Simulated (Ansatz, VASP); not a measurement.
# Sn: VASP beside Ansatz

Wanted: the spread between two codes on one cell, functional and k mesh. The cell is taken from a series of runs on this material, whose earlier steps may have relaxed, scaled, displaced or heated it; both programs get it as it stands.

Main program and level: Ansatz 0.2.0; plane waves, with VASP 6.6.1 beside it; relaxation of cell and atoms at PBE.

**1. The starting structure**

The structure is tetragonal, space group I4_1/amd (No. 141). The conventional cell has a = 5.935 Å, b = 5.935 Å, c = 3.227 Å, α = 90.00°, β = 90.00°, γ = 90.00°. Nearest to Sn lie 6 Sn at 3.08 to 3.23 Å.

**2. Ansatz: relaxation of cell and atoms, PBE**

Ansatz runs on its PAW soft_1 files.

The relaxed volume is the usual yardstick between codes: in a stiff, nearly cubic crystal its relative difference is about their pressure difference at one cell divided by the bulk modulus.

input.yaml reads:

```yaml
crystal:
  lattice:
    - [-2.9675057253, 2.9675057253, 1.6133239202]
    - [2.9675057253, -2.9675057253, 1.6133239202]
    - [2.9675057253, 2.9675057253, -1.6133239202]
  atoms:
    - { symbol: Sn, position: [0.75, 0.25, 0.5] }
    - { symbol: Sn, position: [0.0, 0.0, 0.0] }
kpoints:
  mp_grid: { grid: [20, 20, 20] }
hamiltonian:
  xc: pbe
  pseudopotentials: { kind: paw, azcp: { folder: soft_1 } }
scf:
  occupations: { method: methfessel_paxton, width: 0.2 }
output:
  forces: true
  stress: true
  eigenvalues: true
relax:
  adjacent_minimum: "off"
  f_tol: 0.001
  max_steps: 60
  cell: { stress_tol: 0.01 }
```

The run is started by

```
$ ansatz run input.yaml --threads 4 --pin off --max-ram 15360MiB --backend cpu --events-out ev --progress --plain --runs-dir out
```

Numbers of over 12 decimals in the logs are rounded to 6 here.

The program printed:

```text
Engine: ansatz 0.2.0, aarch64-unknown-linux-gnu
Pseudopotentials: kind: paw
Pseudopotential: Sn, paw, valence charge 14, recommended cutoff 420 eV (normal), soft_1/Sn.paw.azcp
Functional definition: PBE
  parameter kappa = 0.804
  parameter beta = 0.066725
  exchange = pbe_x(kappa = kappa, mu = beta*pi^2/3)
  correlation = pbe_c(beta = beta)
Crystal: 2 atoms, lattice volume = 56.828 Å³
Basis set: ecut = 420 eV, 1129 PW (Γ), exchange–correlation on 64×64×64 points (8 copies of the dense FFT grid, shifted against one another)
Bands: 18, of which v1, the nominal top of the filled ones, is band 14 counted from 1 (13 counted from 0)
Symmetry: 16 space group operations
Space group: I41/amd (ITA 141), of the structure as read, at distance tolerance 3.8e-5 Å
k-points: 641 of 8000
Non-local potential: Sn, projectors of the file, l = 0: 2, l = 1: 2, l = 2: 2, l = 3: 1
PAW form: soft (Blöchl's): semilocal exchange-correlation on the pseudo side does not see the compensation charge
PAW one-centre angular grid: Sn, 590 points (default); XC on 64 Gauss nodes
Initial density: superposition of atomic densities (chi_scale 0.1, normalization cell)
Initial wavefunctions: pseudopotential atomic-orbital guess
Functional: x = pbe(κ = 0.804, μ = 0.219515), c = pbe(β = 0.066725)
SCF iter   1: F=—  HF=-12048.505828 eV  |F-HF|=—  |Δ(HF+E_count)|=         —  Δρ=1.30e-2  dr2=8.96e-2  ethr=3.10e-3  ⟨swp⟩=5.5  Hψ=56986  notcnv=0
preconditioner: auto → Kerker (q_TF=auto, 2.425 Å⁻¹)  [metal: Δε(μ)=0.004 eV  Ē_g=19.832 eV  σ=0.200 eV  W_gap=0.02  n_scr=16 (ndim 8)  ℏωp=26.1 eV  f_vac=0.000  D(μ)=0.95/eV (n_scr^D=4)]
SCF iter   2: F=—  HF=-12048.496665 eV  |F-HF|=—  |Δ(HF+E_count)|=   9.16e-3  S|Δr|=    0.00e0  Δρ=8.60e-3  dr2=3.72e-2  ethr=3.20e-4  ⟨swp⟩=1.0  Hψ=16735  notcnv=0
SCF iter   3: F=—  HF=-12048.496678 eV  |F-HF|=—  |Δ(HF+E_count)|=   1.37e-5  S|Δr|=    0.00e0  Δρ=1.17e-3  dr2=5.07e-4  ethr=1.33e-4  ⟨swp⟩=2.1  Hψ=20560  notcnv=0
SCF iter   4: F=—  HF=-12048.496826 eV  |F-HF|=—  |Δ(HF+E_count)|=   1.48e-4  S|Δr|=    0.00e0  Δρ=2.55e-4  dr2=2.41e-5  ethr=1.81e-6  ⟨swp⟩=2.0  Hψ=20399  notcnv=0
SCF iter   5: F=—  HF=-12048.496819 eV  |F-HF|=—  |Δ(HF+E_count)|=   7.31e-6  S|Δr|=    0.00e0  Δρ=8.15e-5  dr2=4.41e-6  ethr=8.61e-8  ⟨swp⟩=2.0  Hψ=20630  notcnv=0
SCF iter   6: F=—  HF=-12048.496817 eV  |F-HF|=—  |Δ(HF+E_count)|=   1.26e-6  S|Δr|=    0.00e0  Δρ=2.71e-5  dr2=6.03e-7  ethr=1.57e-8  ⟨swp⟩=2.0  Hψ=20496  notcnv=0
SCF iter   7: F=-12048.496817 eV  HF=-12048.496817 eV  |F-HF|=4.29e-9  |Δ(HF+E_count)|=   1.44e-7  S|Δr|=    0.00e0  Δρ=4.02e-6  dr2=1.51e-8  ethr=3.57e-10  ⟨swp⟩=6.5  Hψ=55641  notcnv=0
SCF 1 converged in 7 iterations: F = -12048.496817 eV  dr2 = 1.51e-8
  greatest PAW one-centre occupation: 0.991 electrons in one spin orbital (limit 2), on the Sn atom at site 1 (counted from 0), in its partial waves of l = 2
relax step   1: F+E_penalty+E_count = -12048.49681714 eV  Δ(F+E_penalty+E_count) = +0.000e0 eV  max|allowed force component| = 1.388e-17 eV/Å  Δτ_max = 0.0000 Å  P = -0.020 GPa  Ω = 56.828 Å³  (7 SCF iters, dr2 threshold 1.00e-7 eV, accepted)
[...]
relax step   2: F+E_penalty+E_count = -12048.49698551 eV  Δ(F+E_penalty+E_count) = -1.684e-4 eV  max|allowed force component| = 1.041e-17 eV/Å  Δτ_max = 0.0000 Å  P = -0.001 GPa  Ω = 56.803 Å³  energy of the carried Pulay correction = +1.725e-6 eV  (3 SCF iters, dr2 threshold 1.19e-7 eV, accepted)
[...]
relax step   3: F+E_penalty+E_count = -12048.49702487 eV  Δ(F+E_penalty+E_count) = -3.936e-5 eV  max|allowed force component| = 1.388e-17 eV/Å  Δτ_max = 0.0000 Å  P = -0.018 GPa  Ω = 56.822 Å³  energy of the carried Pulay correction = +6.939e-7 eV  (3 SCF iters, dr2 threshold 2.12e-8 eV, accepted)
[...]
relax step   4: F+E_penalty+E_count = -12048.49702793 eV  Δ(F+E_penalty+E_count) = -3.062e-6 eV  max|allowed force component| = 1.388e-17 eV/Å  Δτ_max = 0.0000 Å  P = +0.003 GPa  Ω = 56.797 Å³  energy of the carried Pulay correction = +2.247e-6 eV  (3 SCF iters, dr2 threshold 1.23e-9 eV, accepted)
[...]
relax step   5: F+E_penalty+E_count = -12048.49702585 eV  Δ(F+E_penalty+E_count) = +2.079e-6 eV  max|allowed force component| = 1.388e-17 eV/Å  Δτ_max = 0.0000 Å  P = +0.003 GPa  Ω = 56.797 Å³  stress off target by 3.28e-3 GPa  SCF on the basis re-selected at this cell (its energy is not comparable with the rows above)  (6 SCF iters)
basis re-selected at this cell: Δ(F+E_penalty+E_count) = +2.079e-6 eV, ΔP = -0.000 GPa vs the last step (what re-selecting the basis moved, of the pressure what is left beyond the Pulay correction that the steps carried, after the strain that the cell walked since its last selection, with what the two solves' SCF thresholds leave and, on support functions, any second-order correction that the steps lacked; it is no m [...]
SCF converged after 6 iterations
Stability not checked: this state was not tested for a lower state beside it, because cold or Methfessel-Paxton smearing, or corrected tetrahedra, fill the levels in a way that the test cannot read (fill_not_monotonic; see scf.lower_state_search)
Free energy (F): -12048.497026 eV
Harris-Foulkes:  -12048.497026 eV  (|F-HF|=3.64e-12)
Internal energy: -12048.497661 eV  (E = F + TS)
E sigma→0 (E₀):  -12048.497185 eV
Entropy (-TS):   0.000635 eV (0.317 meV/atom)
Fermi energy:    10.119246 eV
--- Per-component energies (eV) ---
  E_band       = -179.484470
  E_kinetic    = 333.971655
  E_local      = -2080.174881  (includes V_loc(G=0)·N_el)
  E_nonlocal   = 289.637305
  E_hartree    = 1041.443646
  E_xc         = -251.016525
  E_vxc        = -159.514480  (∫ρ·V_xc dr)
  E_paw        = -8738.289481  (= ΣΔE_a)
  E_vpaw       = -646.291956  (= ΣTr[D̂ρ^β])
  E_aug_tail   = 0.000588  (compensation charges beyond the density's cutoff)
  E_ewald      = -2644.069968
  E_smearing   = 0.000635  (= −TS)
  E_closure    = 0.000000  (closes the sum)
  Σ components = -12048.497026   (vs F -12048.497026, Δ=0.00e0)
--- Forces (eV/Å), atoms counted from 1 ---
  atom   1  Sn     0.00000000     0.00000000     0.00000000
  atom   2  Sn     0.00000000     0.00000000    -0.00000000
  max |Σ_I F_I| component: 1.73e-17 eV/Å
--- Stress (GPa, compression-positive) ---
        0.003172       0.000000       0.000000
        0.000000       0.003172       0.000000
        0.000000       0.000000       0.003280
  P = ⅓ Tr σ = 0.0032 GPa (0.032 kbar)
--- Band table (eV; the first three rows and the last of 641) ---
  k-point 0: bands = [... 10 lower, -0.6692, 6.2941, 8.2485, 8.2485, 13.1493, 16.0730, 16.0730, 16.7895]
  k-point 1: bands = [... 10 lower, -0.6477, 6.1124, 8.2740, 8.3899, 13.2496, 15.8315, 15.9404, 16.8551]
  k-point 2: bands = [... 10 lower, -0.5832, 5.6806, 8.3504, 8.7049, 13.5465, 15.3239, 15.5905, 16.7826]
  k-point 640: bands = [... 10 lower, 2.6683, 2.6683, 5.5761, 5.5761, 15.1597, 15.1597, 18.9902, 18.9902]
--- Relaxed structure (4 steps of the walk, 4 accepted, 1 SCFs on fresh bases) ---
  F+E_penalty+E_count = -12048.49702585 eV   max|allowed force component| = 1.388e-17 eV/Å   (the final SCF, on the basis selected at the relaxed cell)
  cell:  # Å, volume = 56.7969 Å³
    - [-2.972679, 2.972679, 1.606824]
    - [2.972679, -2.972679, 1.606824]
    - [2.972679, 2.972679, -1.606824]
  atoms:
    - { symbol: Sn, position: [0.75, 0.250000, 0.5] }
    - { symbol: Sn, position: [0, 0, 0] }
```

In the SCF lines HF is the Harris–Foulkes energy and dr2 the Hartree energy of the density residual, in eV; the loop may stop once dr2 is under the threshold and the program's other checks hold. Hψ counts applications of the Hamiltonian.

**3. VASP: relaxation of cell and atoms, PBE**

The same cell, functional, mesh and smearing now go to VASP, with its own data sets.

Lines of VASP's logs that name or quote its potential files are left out, and so is its time.

INCAR reads:

```
SYSTEM = Sn
PREC = Accurate
ENCUT = 500
EDIFF = 1E-07
NELM = 120
ISMEAR = 1
SIGMA = 0.2
LREAL = .FALSE.
ALGO = Normal
GGA = PE
NBANDS = 20
LORBIT = 11
LWAVE = .FALSE.
LCHARG = .FALSE.
ISIF = 3
IBRION = 2
NSW = 80
EDIFFG = -0.005
LASPH = .TRUE.
GGA_COMPAT = .FALSE.
NELMIN = 4
KPAR = 2
```

POSCAR reads:

```
Sn
1.0
   -2.9675060000      2.9675060000      1.6133240000
    2.9675060000     -2.9675060000      1.6133240000
    2.9675060000      2.9675060000     -1.6133240000
Sn
2
Direct
    0.7500000000      0.2500000000      0.5000000000
    0.0000000000      0.0000000000      0.0000000000
```

KPOINTS reads:

```
Automatic mesh
0
Gamma
20 20 20
0 0 0
```

PAW data sets: Sn_d (PBE family, release 64).

The run is started by

```
$ mpirun -np 2 vasp_std
```

The program printed:

```text
[banner, memory and clock lines left out]
running    2 mpi-ranks, on    1 nodes
 distrk:  each k-point on    1 cores,    2 groups
 distr:  one band on    1 cores,    1 groups

 POSCAR found type information on POSCAR Sn
 POSCAR found :  1 types and       2 ions
 LDA part: xc-table for (Slater+PW92), standard interpolation
 POSCAR, INCAR and KPOINTS ok, starting setup
 FFT: planning ... GRIDC
 FFT: planning ... GRID_SOFT
 FFT: planning ... GRID
 WAVECAR not read
 entering main loop
       N       E                     dE             d eps       ncg     rms          rms(c)
DAV:   1     0.213907475047E+03    0.21391E+03   -0.14311E+04 25900   0.210E+03
DAV:   2     0.137059298413E+02   -0.20020E+03   -0.19681E+03 25732   0.447E+02
DAV:   3    -0.694969183713E+01   -0.20656E+02   -0.20476E+02 29184   0.136E+02
DAV:   4    -0.760069087588E+01   -0.65100E+00   -0.65017E+00 28960   0.267E+01
DAV:   5    -0.762759771422E+01   -0.26907E-01   -0.26906E-01 35644   0.510E+00    0.220E+00
DAV:   6    -0.761408904225E+01    0.13509E-01   -0.33055E-02 34796   0.254E+00    0.122E+00
DAV:   7    -0.761139543723E+01    0.26936E-02   -0.18584E-02 34652   0.192E+00    0.163E-01
DAV:   8    -0.761139401026E+01    0.14270E-05   -0.18971E-03 30748   0.588E-01    0.387E-02
DAV:   9    -0.761139971934E+01   -0.57091E-05   -0.58570E-05 35128   0.719E-02    0.151E-02
DAV:  10    -0.761139902741E+01    0.69192E-06   -0.86193E-06 32548   0.391E-02    0.126E-03
DAV:  11    -0.761139925331E+01   -0.22590E-06   -0.45201E-07 29488   0.885E-03    0.110E-03
DAV:  12    -0.761139891582E+01    0.33749E-06   -0.43387E-08 17624   0.245E-03    0.291E-04
DAV:  13    -0.761139894218E+01   -0.26363E-07   -0.80479E-09 16256   0.114E-03
   1 F= -.76113989E+01 E0= -.76116319E+01  d E =-.761140E+01
[...]
2 F= -.76115569E+01 E0= -.76117815E+01  d E =-.157909E-03
[...]
3 F= -.76115912E+01 E0= -.76118114E+01  d E =-.192258E-03
[...]
4 F= -.76115945E+01 E0= -.76118131E+01  d E =-.195530E-03
 curvature:  -0.90 expect dE=-0.514E-04 dE for cont linesearch -0.659E-07
 trial: gam= 0.24107 g(F)=  0.382E-48 g(S)=  0.568E-04 ort = 0.400E-05 (trialstep = 0.115E+01)
 search vector abs. value=  0.715E-04
 bond charge predicted
       N       E                     dE             d eps       ncg     rms          rms(c)
DAV:   1    -0.761272283963E+01   -0.11284E-02   -0.25416E-02 29740   0.220E+00    0.175E-01
DAV:   2    -0.761190679231E+01    0.81605E-03   -0.16520E-03 34080   0.650E-01    0.879E-02
DAV:   3    -0.761163763551E+01    0.26916E-03   -0.69295E-04 34504   0.406E-01    0.163E-02
DAV:   4    -0.761162607945E+01    0.11556E-04   -0.77342E-05 29996   0.107E-01    0.496E-03
DAV:   5    -0.761162494533E+01    0.11341E-05   -0.30481E-06 35804   0.202E-02    0.210E-03
DAV:   6    -0.761162469253E+01    0.25280E-06   -0.35564E-07 26176   0.655E-03    0.314E-04
DAV:   7    -0.761162464293E+01    0.49604E-07   -0.20309E-08 14780   0.200E-03
   5 F= -.76116246E+01 E0= -.76118361E+01  d E =-.301707E-04
 trial-energy change:   -0.000030  1 .order   -0.000032   -0.000066    0.000003
 step:   1.0869(harm=  1.0936)  dis= 0.00000  next Energy=    -7.611625 (dE=-0.303E-04)
 reached required accuracy - stopping structural energy minimisation
```

OUTCAR, selected parts (step 3):

```text
ion  position               nearest neighbor table
   1  0.750  0.250  0.500-   2 3.08   2 3.08   2 3.08   2 3.08
   2  0.000  0.000  0.000-   1 3.08   1 3.08   1 3.08   1 3.08

  LATTYP: Found a body centered tetragonal cell.
 ALAT       =     5.9350120000
 C/A-ratio  =     0.5436632647

 Subroutine GETGRP returns: Found 16 space group operations
 (whereof  8 operations were pure point group operations)

The static configuration has the point symmetry D_2d.
 The point group associated with its full space group is D_4h.

 Found    641 irreducible k-points:

   k-points           NKPTS =    641   k-points in BZ     NKDIM =    641   number of bands    NBANDS=     20

   dimension x,y,z NGX =    36 NGY =   36 NGZ =   36
   dimension x,y,z NGXF=    72 NGYF=   72 NGZF=   72

   ENCUT  =  500.0 eV  36.75 Ry    6.06 a.u.   8.20  8.20  8.20*2*pi/ulx,y,z

   NELECT =      28.0000    total number of electrons

 k-points in reciprocal lattice and weights: Automatic mesh
   0.00000000  0.00000000  0.00000000       0.000
   0.05000000  0.00000000  0.00000000       0.001
   0.10000000  0.00000000  0.00000000       0.001
   0.15000000  0.00000000  0.00000000       0.001
   0.20000000  0.00000000  0.00000000       0.001
   0.25000000  0.00000000  0.00000000       0.001
   0.30000000  0.00000000  0.00000000       0.001
   0.35000000 -0.00000000  0.00000000       0.001
   0.40000000 -0.00000000  0.00000000       0.001
[...]
-0.45000000 -0.45000000  0.45000000       0.000
   0.50000000  0.50000000  0.50000000       0.000

 average (electrostatic) potential at core
       1 -99.5843       2 -99.5843

 E-fermi :   7.4193

 k-point     1 :       0.0000    0.0000    0.0000
  band No.  band energies     occupation
    ...
     10     -13.7312      2.00000
     11      -3.3736      2.00000
     12       3.5947      2.00000
     13       5.5465      2.00000
     14       5.5465      2.00000
     15      10.4498     -0.00000
     16      13.3739      0.00000
     17      13.3739      0.00000
     18      14.0956      0.00000
     19      14.1979      0.00000
    ...

 k-point     2 :       0.0500    0.0000    0.0000
  band No.  band energies     occupation
    ...
     10     -13.7327      2.00000
     11      -3.3255      2.00000
     12       3.5341      2.00000
     13       5.5512      2.00000
     14       5.6988      2.00000
     15      10.5316     -0.00000
     16      13.1407      0.00000
     17      13.3796      0.00000
     18      13.7127      0.00000
     19      13.7236      0.00000
    ...

 k-point     3 :       0.1000    0.0000    0.0000
  band No.  band energies     occupation
    ...
     10     -13.7369      2.00000
     11      -3.1814      2.00000
     12       3.4021      2.00000
     13       5.5681      2.00000
     14       6.1030      2.00000
     15      10.7716     -0.00000
     16      12.3143      0.00000
     17      12.7055      0.00000
     18      13.0688      0.00000
     19      13.3649      0.00000
    ...

  Total       -0.0017989     -0.0017989     -0.0010438      0.0000000      0.0000000      0.0000000
  in kB       -0.0507795     -0.0507795     -0.0294642      0.0000000      0.0000000      0.0000000
  external PRESSURE =      -0.0436744 kB  Pullay stress =       0.0000000 kB

  energy-cutoff  :      500.00
  volume of cell :       56.76
      direct lattice vectors                 reciprocal lattice vectors
    -2.972131275  2.972131275  1.606331105     0.000000000  0.168229447  0.311268330
     2.972131275 -2.972131275  1.606331105     0.168229447  0.000000000  0.311268330
     2.972131275  2.972131275 -1.606331105     0.168229447  0.168229447  0.000000000

 POSITION                                       TOTAL-FORCE (eV/Angst)
 -----------------------------------------------------------------------------------
      0.00000      2.97213      0.80317        -0.000000      0.000000      0.000000
     -0.00000      0.00000      0.00000         0.000000     -0.000000     -0.000000
 -----------------------------------------------------------------------------------
    total drift:                               -0.000000      0.000000     -0.000000

  FREE ENERGIE OF THE ION-ELECTRON SYSTEM (eV)
  ---------------------------------------------------
  free  energy   TOTEN  =        -7.6116246429 eV

  energy  without entropy=       -7.6122589276  energy(sigma->0) =       -7.61183607

 reached required accuracy - stopping structural energy minimisation

 total charge
# of ion       s       p       d       tot
------------------------------------------
    1        1.242   0.979   9.969  12.189
    2        1.242   0.979   9.969  12.189
--------------------------------------------------
tot          2.483   1.958  19.938  24.379

[... 3 further parts left out ...]
```

CONTCAR:

```
Sn
   1.00000000000000
    -2.9721312752481408    2.9721312752481408    1.6063311046943791
     2.9721312752481408   -2.9721312752481408    1.6063311046943791
     2.9721312752481408    2.9721312752481408   -1.6063311046943791
  Sn
     2
Direct
     0.7500000000000000    0.2500000000000000    0.5000000000000000
     0.0000000000000000    0.0000000000000000    0.0000000000000000
```

The run keeps the 16 symmetry operations of its start, so it cannot find a distortion of lower symmetry.

**4. Comparison**

Known differences besides the potentials themselves: the cutoff is 420 eV in Ansatz and 500 eV in VASP; Ansatz adds a Pulay correction to the stress that steers its cell, VASP none. Total energies have different zeros and are not compared.

The two programs side by side:

```tsv
quantity	Ansatz	VASP	difference
volume (Å³)	56.80	56.76	+0.07 %
edge a after relaxation, in the typed setting (Å)	4.501	4.500	+0.02 %
```

**5. Outcome**

```
difference in volume (relaxation of cell and atoms, PBE) : 0.068 %
```

What this shows: The difference in volume is 0.068 % (relaxation of cell and atoms, PBE), within the 1.2 % picked in this series as the mark of a large difference, as far as the stopping tolerances let one tell. Such differences can come from data sets, numerical settings and the points named under the comparisons, not from the functional's error against experiment.

[Lines on the potential files, build, host, timing and source positions are cut from VASP's logs without a mark.]

[Logs are printed without paths, hosts, clocks, repeated set-up lines and the standing remarks that a program may print on its own settings, such as how far it seeks lower states.]

[Hosts, paths, dates, database ids (printed as entryN), source tags and the programs' standing remarks are cut or masked in the printed files.]
